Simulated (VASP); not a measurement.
# Si3P4 (I-42m) in VASP: settings compared

One crystal, Si3P4, is run at these levels: PBE, r2SCAN; tasks: relaxation of cell and atoms, single point.

All numbers are computed with VASP 6.6.1; they aren't measurements. Logs are shortened: lines on timing, memory, paths and dates and some standing lists are left out, and cuts for length are marked.

### Step 1. The structure

It takes space group I-42m (No. 121, tetragonal). The conventional cell has a = 5.114 Å, b = 5.114 Å, c = 10.204 Å, α = 90.00°, β = 90.00°, γ = 90.00°. Si (site symmetry -4) is surrounded by 4 P at 2.28 Å. Around Si (site symmetry -42m) lie 4 P at 2.27 Å. P (site symmetry m) is surrounded by 3 Si at 2.27 to 2.28 Å.

The cell was built by a generator and needn't be a form met in nature.

### Step 2. Relaxation of cell and atoms, PBE

INCAR

```
PREC     = Accurate       # precision mode
ENCUT    = 520            # plane-wave cutoff, eV
EDIFF    = 1E-6           # SCF threshold, eV
ISMEAR   = 0              # smearing method
SIGMA    = 0.1            # smearing width, eV
LREAL    = F              # projectors in reciprocal space
LASPH    = T              # aspherical terms in the spheres
NELM     = 120            # most SCF steps
ALGO     = Normal         # electronic algorithm
ISIF     = 3              # what is computed and relaxed
LWAVE    = F              # write WAVECAR
LCHARG   = F              # write CHGCAR
GGA      = PE             # functional
IBRION   = 2              # ionic algorithm
NSW      = 90             # ionic steps
EDIFFG   = -0.01          # ionic threshold
KPAR     = 4
```

KPOINTS

```
regular mesh
0
Gamma
  8 8 8
```

POSCAR

```
Si3P4
1.0
   -2.5570000000      2.5570000000      5.1020000000
    2.5570000000     -2.5570000000      5.1020000000
    2.5570000000      2.5570000000     -5.1020000000
Si P
3 4
Direct
    0.7500000000      0.2500000000      0.5000000000
    0.2500000000      0.7500000000      0.5000000000
    0.5000000000      0.5000000000      0.0000000000
    0.3453011400      0.8830406800      0.0000000000
    0.8830406800      0.3453011400      0.0000000000
    0.1169593200      0.1169593200      0.4622604600
    0.6546988600      0.6546988600      0.5377395400
```

Potentials or basis: VASP PAW PBE potentials, release 64 (Si, P).

Run with:

```
> cat potpaw_PBE.64/Si/POTCAR potpaw_PBE.64/P/POTCAR > POTCAR
> mpirun -np 4 vasp_std > vasp.out
```

OUTCAR:

```text
PREC = Accurate
   ENCUT = 520
   EDIFF = 1E-6
   ISMEAR = 0
   LREAL = F
   LASPH = T
   NELM = 120
   ISIF = 3
   GGA = PE
   IBRION = 2
   NSW = 90
   EDIFFG = -0.01

 ion  position               nearest neighbor table
   1  0.750  0.250  0.500-   6 2.28   5 2.28   4 2.28   7 2.28
   2  0.250  0.750  0.500-   6 2.28   4 2.28   5 2.28   7 2.28
   3  0.500  0.500  0.000-   7 2.27   6 2.27   5 2.27   4 2.27
   4  0.345  0.883  0.000-   3 2.27   1 2.28   2 2.28
   5  0.883  0.345  0.000-   3 2.27   2 2.28   1 2.28
   6  0.117  0.117  0.462-   3 2.27   1 2.28   2 2.28
   7  0.655  0.655  0.538-   3 2.27   2 2.28   1 2.28

  LATTYP: Found a body centered tetragonal cell.
 ALAT       =     5.1140000000
 C/A-ratio  =     1.9953070004

  Lattice vectors:

 A1 = (  -2.5570000000,   2.5570000000,   5.1020000000)
 A2 = (   2.5570000000,  -2.5570000000,   5.1020000000)
 A3 = (   2.5570000000,   2.5570000000,  -5.1020000000)

Analysis of symmetry for initial positions (statically):
=====================================================================
 Subroutine PRICEL returns:
 Original cell was already a primitive cell.

 Routine SETGRP: Setting up the symmetry group for a
 body centered tetragonal supercell.

 Subroutine GETGRP returns: Found  8 space group operations
 (whereof  8 operations were pure point group operations)
 out of a pool of 16 trial point group operations.

The static configuration has the point symmetry D_2d.

Analysis of symmetry for dynamics (positions and initial velocities):
=====================================================================
 Subroutine PRICEL returns:
 Original cell was already a primitive cell.

 Routine SETGRP: Setting up the symmetry group for a
 body centered tetragonal supercell.

 Subroutine GETGRP returns: Found  8 space group operations
 (whereof  8 operations were pure point group operations)
 out of a pool of 16 trial point group operations.

The dynamic configuration has the point symmetry D_2d.

 Subroutine INISYM returns: Found  8 space group operations
 (whereof  8 operations are pure point group operations),
 and found     1 'primitive' translations

----------------------------------------------------------------------------------------

                                     Primitive cell

  volume of cell :     133.4326

  direct lattice vectors                    reciprocal lattice vectors
    -2.557000000  2.557000000  5.102000000     0.000000000  0.195541650  0.098000784
     2.557000000 -2.557000000  5.102000000     0.195541650  0.000000000  0.098000784
     2.557000000  2.557000000 -5.102000000     0.195541650  0.195541650  0.000000000

  length of vectors
     6.253551151  6.253551151  6.253551151     0.218725149  0.218725149  0.276537654

  position of ions in fractional coordinates (direct lattice)
     0.750000000  0.250000000  0.500000000
     0.250000000  0.750000000  0.500000000
     0.500000000  0.500000000  0.000000000
     0.345301140  0.883040680  0.000000000
     0.883040680  0.345301140  0.000000000
     0.116959320  0.116959320  0.462260460
     0.654698860  0.654698860  0.537739540

  ion indices of the primitive-cell ions
   primitive index   ion index
                 1           1
                 2           2
                 3           3
                 4           4
                 5           5
                 6           6
                 7           7

----------------------------------------------------------------------------------------

 KPOINTS: regular mesh

Automatic generation of k-mesh.
 Grid dimensions read from file:
 generate k-points for:    8    8    8

 Generating k-lattice:

  Cartesian coordinates                     Fractional coordinates (reciprocal lattice)
     0.000000000  0.024442706  0.012250098     0.125000000  0.000000000  0.000000000
     0.024442706  0.000000000  0.012250098     0.000000000  0.125000000  0.000000000
     0.024442706  0.024442706  0.000000000     0.000000000  0.000000000  0.125000000

  Length of vectors
     0.027340644  0.027340644  0.034567207

  Shift w.r.t. Gamma in fractional coordinates (k-lattice)
     0.000000000  0.000000000  0.000000000

 Subroutine IBZKPT returns following result:
 ===========================================

 Found     59 irreducible k-points:

 Following reciprocal coordinates:
            Coordinates               Weight
  0.000000  0.000000  0.000000      1.000000
  0.125000 -0.000000  0.000000      8.000000
  0.250000 -0.000000  0.000000      8.000000
  0.375000 -0.000000  0.000000      8.000000
  0.500000 -0.000000  0.000000      4.000000
  0.125000  0.125000  0.000000      8.000000
[... 16 lines left out ...]
  0.250000  0.125000  0.125000     16.000000
  0.375000  0.125000  0.125000      8.000000
 [... further k-points ...]
   k-points           NKPTS =     59   k-points in BZ     NKDIM =     59   number of bands    NBANDS=     20
   number of dos      NEDOS =    301   number of ions     NIONS =      7
   total plane-waves  NPLWV = 110592
   dimension x,y,z NGX =    48 NGY =   48 NGZ =   48
   dimension x,y,z NGXF=    96 NGYF=   96 NGZF=   96
   ions per type =               3   4
   NGX,Y,Z   is equivalent  to a cutoff of  12.76, 12.76, 12.76 a.u.
   NGXF,Y,Z  is equivalent  to a cutoff of  25.52, 25.52, 25.52 a.u.
 SYSTEM =  unknown system
   PREC   = accura    normal or accurate (medium, high low for compatibility)
   ISTART =      0    job   : 0-new  1-cont  2-samecut
   ICHARG =      2    charge: 1-file 2-atom 10-const
   ISPIN  =      1    spin polarized calculation?
   LNONCOLLINEAR =      F non collinear calculations
   LSORBIT =      F    spin-orbit coupling
   LASPH  =      T    aspherical Exc in radial PAW
   ENCUT  =  520.0 eV  38.22 Ry    6.18 a.u.  11.63 11.63 11.63*2*pi/ulx,y,z
   NELM   =    120;   NELMIN=  2; NELMDL= -5     # of ELM steps
   EDIFF  = 0.1E-05   stopping-criterion for ELM
   LREAL  =      F    real-space projection
   EDIFFG = -.1E-01   stopping-criterion for IOM
   NSW    =     90    number of steps for IOM
   IBRION =      2    ionic relax: 0-MD 1-quasi-New 2-CG
   NFREE  =      1    steps in history (QN), initial steepest desc. (CG)
   ISIF   =      3    stress and relaxation
   ISYM   =      2    0-nonsym 1-usesym 2-fastsym
   POTIM  = 0.5000    time-step for ionic-motion
   TEBEG  =    0.0;   TEEND  =   0.0 temperature during run
   PSTRESS=    0.0 pullay stress
   NELECT =      32.0000    total number of electrons
   NUPDOWN=      -1.0000    fix difference up-down
   EMIN   =  10.00;   EMAX   =-10.00  energy-range for DOS
   EFERMI =   0.00;   METHOD = LEGACY
   ISMEAR =     0;   SIGMA  =   0.10  broadening in eV -4-tet -1-fermi 0-gaus
   EFERMI_NEDOS =   21; number of points for ismear=-14 and -15
   IALGO  =     38    algorithm
   IMIX   =      4    mixing-type and parameters
     AMIX     =   0.40;   BMIX     =  1.00
     AMIX_MAG =   1.60;   BMIX_MAG =  1.00
  volume/ion in A,a.u.               =      19.06       128.64
  Fermi-wavevector in a.u.,A,eV,Ry     =   1.017117  1.922072 14.075591  1.034527
  Thomas-Fermi vector in A             =   2.150499
   LORBIT       =      0    0 simple, 1 ext, 2 COOP (PROOUT), +10 PAW based schemes
   GGA     = PE    functional components
   LHFCALC =     F    Hartree Fock is set to
   AEXX    =    0.0000 exact exchange contribution
   IVDW    =     0    specifies the selected vdW correction
   LEPSILON=     F    determine dielectric tensor
   LRPA    =     F    only Hartree local field effects (RPA)
 conjugate gradient relaxation of ions
 non-spin polarized calculation
 Gauss-broadening in eV      SIGMA  =   0.10
  energy-cutoff  :      520.00
  volume of cell :      133.43
 maximum number of plane-waves:      3646
   NGX = 23   NGY = 23   NGZ = 23

--------------------------------------- Ionic step        1  -------------------------------------------

 number of electron      32.0000000 magnetization

 Free energy of the ion-electron system (eV)
  ---------------------------------------------------
  ext. energy  EPLUGINS =         0.00000000
  ---------------------------------------------------
  free energy    TOTEN  =       -38.63576610 eV

  energy without entropy =      -38.63575154  energy(sigma->0) =      -38.63575882

------------------------ aborting loop because EDIFF is reached ----------------------------------------

  FORCE on cell =-STRESS in cart. coord.  units (eV):
  Direction    XX          YY          ZZ          XY          YZ          ZX
  --------------------------------------------------------------------------------------
  -------------------------------------------------------------------------------------
  Total        0.3981255      0.3981255      0.5732490      0.0000000      0.0000000      0.0000000
  in kB        4.7804490      4.7804490      6.8832259      0.0000000      0.0000000      0.0000000
  external PRESSURE =       5.4813746 kB  Pullay stress =       0.0000000 kB
[... 67 lines left out ...]
  energy  without entropy=      -38.6366235469  energy(sigma->0) =      -38.63663106

--------------------------------------- Ionic step        3  -------------------------------------------

 number of electron      32.0000000 magnetization

 Free energy of the ion-electron system (eV)
  ---------------------------------------------------
  ext. energy  EPLUGINS =         0.00000000
  ---------------------------------------------------
  free energy    TOTEN  =       -38.63720616 eV

  energy without entropy =      -38.63719131  energy(sigma->0) =      -38.63719874

 E-fermi :   6.2776     XC(G=0):  -9.7233

 val. band max:        6.0678232453   @ k =   0.0000   0.0000   0.0000
 cond. band min:       6.4453165177   @ k =   0.5000   0.5000   0.5000
 fundamental gap:      0.3774932724
 Fermi energy:         6.2776292006

 k-point     1 :       0.0000    0.0000    0.0000
  band No.  band energies     occupation
      1      -7.6430      2.00000
      2      -4.1474      2.00000
      3      -4.0603      2.00000
      4      -4.0603      2.00000
      5      -2.4444      2.00000
      6      -2.2612      2.00000
[... 12 lines left out ...]
     19       9.1414      0.00000
[... 513 lines left out ...]
      4      -4.4869      2.00000
      5      -1.8298      2.00000
      6      -1.1359      2.00000
[... 12 lines left out ...]
     19       8.9058      0.00000
     20       9.2479      0.00000

 [... further k-points ...]

------------------------ aborting loop because EDIFF is reached ----------------------------------------

  FORCE on cell =-STRESS in cart. coord.  units (eV):
  Direction    XX          YY          ZZ          XY          YZ          ZX
  --------------------------------------------------------------------------------------
  -------------------------------------------------------------------------------------
  Total       -0.0345664     -0.0345664      0.0693184      0.0000000      0.0000000      0.0000000
  in kB       -0.4126680     -0.4126680      0.8275527      0.0000000      0.0000000      0.0000000
  external PRESSURE =       0.0007389 kB  Pullay stress =       0.0000000 kB
[... 22 lines left out ...]
  FREE ENERGIE OF THE ION-ELECTRON SYSTEM (eV)
  ---------------------------------------------------
  free  energy   TOTEN  =       -38.6372061565 eV

  energy  without entropy=      -38.6371913143  energy(sigma->0) =      -38.63719874

 reached required accuracy - stopping structural energy minimisation
```

Run time: 52 s. Hardware: 4 MPI ranks of Intel Xeon 6975P-C (Granite Rapids), shared host; peak memory 0.4 GiB.

What came out:

```
Free energy                            : -38.6372 eV
Relaxed volume                         : 19.17 Å³/atom
Relaxed cell                           : a = 6.267 Å, b = 6.267 Å, c = 6.267 Å, α = 131.76°, β = 131.76°, γ = 70.62°
Space group after relaxing (to 0.05 Å) : I-42m (No. 121)
Energy gained by relaxing              : 0.2 meV/atom
Ionic steps                            : 3
Pressure after relaxing                : 0.0 GPa
Largest force after relaxing           : 0.006 eV/Å
Band gap on the k mesh                 : 0.38 eV, indirect (least direct gap 0.75 eV)
```

Forces on the atoms (eV/Å):
```
Si   0.000  0.000  0.000
Si   0.000  0.000  0.000
Si   0.000  0.000  0.000
P   -0.004  0.004  0.004
P    0.004 -0.004  0.004
P    0.004  0.004 -0.004
P   -0.004 -0.004 -0.004
```

Step by step:
```
step  energy change (eV)  largest force (eV/Å)  pressure (GPa)  volume (Å³)
   1              0.0000                0.0399            0.55       133.43
   2             -0.0009                0.0356           -0.34       134.70
   3             -0.0014                0.0065            0.00       134.20
```

Final structure:
```
CELL_PARAMETERS angstrom
-2.56129 2.56129 5.11431
2.56129 -2.56129 5.11431
2.56129 2.56129 -5.11431
ATOMIC_POSITIONS crystal
Si 0.75000 0.25000 0.50000
Si 0.25000 0.75000 0.50000
Si 0.50000 0.50000 0.00000
P 0.34511 0.88307 0.00000
P 0.88307 0.34511 0.00000
P 0.11693 0.11693 0.46204
P 0.65489 0.65489 0.53796
```

A k mesh can miss the band edges. Expect the measured gap to be larger: semilocal functionals such as PBE lack the derivative discontinuity.

### Step 3. Relaxation of cell and atoms, PBE

This run uses another cell than the first one, of 19.17 Å³/atom, 1.006 times its volume.

INCAR: that of step 2 with these lines changed.

```diff
@@ -2,3 +2,3 @@
 ENCUT    = 520            # plane-wave cutoff, eV
-EDIFF    = 1E-6           # SCF threshold, eV
+EDIFF    = 1E-7           # SCF threshold, eV
 ISMEAR   = 0              # smearing method
@@ -14,4 +14,5 @@
 IBRION   = 2              # ionic algorithm
-NSW      = 90             # ionic steps
-EDIFFG   = -0.01          # ionic threshold
+NSW      = 60             # ionic steps
+EDIFFG   = -0.005         # ionic threshold
+POTIM    = 0.3            # step
 KPAR     = 4
```

KPOINTS is that of step 2.

POSCAR

```
Si3P4                                   
1.0
   -2.5612861310      2.5612861310      5.1143139815
    2.5612861310     -2.5612861310      5.1143139815
    2.5612861310      2.5612861310     -5.1143139815
  Si              P             
     3     4
Direct
     0.7500000000000000    0.2500000000000000    0.5000000000000000
     0.2500000000000000    0.7500000000000000    0.5000000000000000
     0.5000000000000000    0.5000000000000000    0.0000000000000000
     0.3451052479717217    0.8830683937562648    0.0000000000000000
     0.8830683937562648    0.3451052479717217    0.0000000000000000
     0.1169316062437352    0.1169316062437352    0.4620368542154640
     0.6548947520282783    0.6548947520282783    0.5379631457845361
```

Potentials or basis: VASP PAW PBE potentials, release 64 (Si, P).

Run with:

```
> cat potpaw_PBE.64/Si/POTCAR potpaw_PBE.64/P/POTCAR > POTCAR
> mpirun -np 4 vasp_std > vasp.out
```

Run time: 60 s. Hardware: 4 MPI ranks of Intel Xeon 6975P-C (Granite Rapids), shared host; peak memory 0.4 GiB.

The run converged. Its results:

```
Free energy                            : -38.6374 eV
Relaxed volume                         : 19.18 Å³/atom
Relaxed cell                           : a = 6.271 Å, b = 6.271 Å, c = 6.271 Å, α = 131.81°, β = 131.81°, γ = 70.53°
Space group after relaxing (to 0.05 Å) : I-42m (No. 121)
Energy gained by relaxing              : 0.0 meV/atom
Ionic steps                            : 4
Pressure after relaxing                : 0.0 GPa
Largest force after relaxing           : 0.004 eV/Å
Band gap on the k mesh                 : 0.37 eV, indirect (least direct gap 0.75 eV)
```

Forces in eV/Å, atoms in the order of the input:
```
Si   0.000  0.000  0.000
Si   0.000  0.000  0.000
Si   0.000  0.000  0.000
P    0.000  0.000  0.004
P    0.000  0.000  0.004
P    0.000  0.000 -0.004
P    0.000  0.000 -0.004
```

Final structure:
```
CELL_PARAMETERS angstrom
-2.56017 2.56017 5.12034
2.56017 -2.56017 5.12034
2.56017 2.56017 -5.12034
ATOMIC_POSITIONS crystal
Si 0.75000 0.25000 0.50000
Si 0.25000 0.75000 0.50000
Si 0.50000 0.50000 0.00000
P 0.34525 0.88308 0.00000
P 0.88308 0.34525 0.00000
P 0.11692 0.11692 0.46217
P 0.65475 0.65475 0.53783
```

Levels at points of the mesh, in eV from the valence-band top:
| k point | band 14 | band 15 | band 16 | band 17 | band 18 | band 19 |
| --- | --- | --- | --- | --- | --- | --- |
| (0.00, 0.00, 0.00) | -0.34 | 0.00 | 0.00 | 0.75 | 0.99 | 3.07 |
| (0.50, 0.00, 0.00) | -1.88 | -1.83 | -0.85 | 2.46 | 2.68 | 2.94 |
| (0.50, 0.50, 0.00) | -0.82 | -0.43 | -0.16 | 1.17 | 2.06 | 2.20 |
| (0.50, 0.50, 0.50) | -1.99 | -1.10 | -1.10 | 0.37 | 0.68 | 0.68 |

A k mesh can miss the band edges.

### Step 4. Single point, r2SCAN

This run uses another cell than the first one, of 19.18 Å³/atom, 1.006 times its volume.

INCAR

```
ALGO = Normal
EDIFF = 1E-6
ENCUT = 520
ISIF = 2
ISMEAR = 0
KPAR = 4
LASPH = True
LCHARG = False
LMIXTAU = True
LREAL = False
LWAVE = False
METAGGA = R2SCAN
NBANDS = 25
NELM = 150
PREC = Accurate
SIGMA = 0.1
```

KPOINTS

```
k-points
0
Gamma
  8 8 8
```

POSCAR

```
Si3P4                                   
1.0
   -2.5601706173      2.5601706173      5.1203407075
    2.5601706173     -2.5601706173      5.1203407075
    2.5601706173      2.5601706173     -5.1203407075
  Si              P             
     3     4
Direct
     0.7500000000000000    0.2500000000000000    0.5000000000000000
     0.2500000000000000    0.7500000000000000    0.5000000000000000
     0.5000000000000000    0.5000000000000000    0.0000000000000000
     0.3452524197657513    0.8830796456163311    0.0000000000000000
     0.8830796456163311    0.3452524197657513    0.0000000000000000
     0.1169203543836688    0.1169203543836688    0.4621727741494273
     0.6547475802342487    0.6547475802342487    0.5378272258505727
```

Run with:

```
> cat potpaw_PBE.64/Si/POTCAR potpaw_PBE.64/P/POTCAR > POTCAR
> mpirun -np 4 vasp_std > vasp.out
```

It took 2.2 min on 4 MPI ranks of Intel Xeon 6975P-C (Granite Rapids), shared host; peak memory 0.45 GiB.

The run converged. Its results:

| Property | Result |
| --- | --- |
| Free energy | -63.2650 eV |
| Pressure | -1.8 GPa |
| Largest force | 0.312 eV/Å |
| Band gap on the k mesh | 0.60 eV, indirect (least direct gap 0.95 eV) |

Forces in eV/Å, atoms in the order of the input:
```
Si   0.000  0.000  0.000
Si   0.000  0.000  0.000
Si   0.000  0.000  0.000
P   -0.174  0.174  0.192
P    0.174 -0.174  0.192
P    0.174  0.174 -0.192
P   -0.174 -0.174 -0.192
```

Levels at points of the mesh, in eV from the valence-band top:
```csv
k point,band 13,band 14,band 15,band 16,band 17,band 18,band 19,band 20
"(0.00, 0.00, 0.00)",-3.27,-0.33,0.00,0.00,0.95,1.26,3.38,3.38
"(0.50, 0.00, 0.00)",-2.78,-1.92,-1.91,-0.87,2.72,2.96,3.25,3.62
"(0.50, 0.50, 0.00)",-2.28,-0.85,-0.44,-0.15,1.50,2.40,2.51,3.52
"(0.50, 0.50, 0.50)",-2.88,-2.05,-1.12,-1.12,0.60,0.89,0.89,1.00
```

Caveat: the PAW data sets were made with another functional, which shifts forces and pressure a little.
